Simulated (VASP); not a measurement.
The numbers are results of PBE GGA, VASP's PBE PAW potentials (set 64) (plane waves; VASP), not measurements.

Input for VASP

### POSCAR
```
HfN
5.6617550
  0.6137434134   0.0000000000   0.0000000000
 -0.3068717067   0.5315173946   0.0000000000
  0.0000000000   0.0000000000   1.0000000251
Hf N
2 2
Cartesian
 -0.0000003069   0.3543451069   0.0000261709
  0.3068720136   0.1771722877   0.5000261834
 -0.0000003069   0.3543451069   0.3749738385
  0.3068720136   0.1771722877   0.8749738510
```

### INCAR
```
LMAXMIX = 6
NEDOS = 601
GGA = PE   # PBE
LEFG = .TRUE.
NELM = 100
LORBIT = 11   # lm-projected
ISIF = 2   # forces and stress, cell fixed
SYSTEM = HfN
PREC = Accurate
ISMEAR = -5   # tetrahedra, Bloechl
LCHARG = .TRUE.
LWAVE = .FALSE.
LREAL = .FALSE.
EDIFF = 1E-7   # SCF stop (eV)
ALGO = Normal   # blocked Davidson
LASPH = .TRUE.   # aspherical one-centre terms
ENCUT = 520
```

File KPOINTS:
```
Automatic mesh
0
Gamma
11 11 6
0 0 0
```

POTCAR, in this order: Hf_pv N (PBE.64 set). Program: vasp_std.

Q: What will the output report for the number of irreducible k-points (NKPTS), number of bands (NBANDS), largest plane-wave count, number of space-group operations, FFT grid (NGX, NGY, NGZ)?

A: 
- number of irreducible k-points (NKPTS) = 64
- number of bands (NBANDS) = 19
- largest plane-wave count = 1641
- number of space-group operations = 12
- FFT grid (NGX, NGY, NGZ) = 28 × 28 × 42

The structure was generated: HfN was put into the wurtzite type (P6_3mc), which need not be its known phase. It was relaxed first, which changed the volume by -35 %.
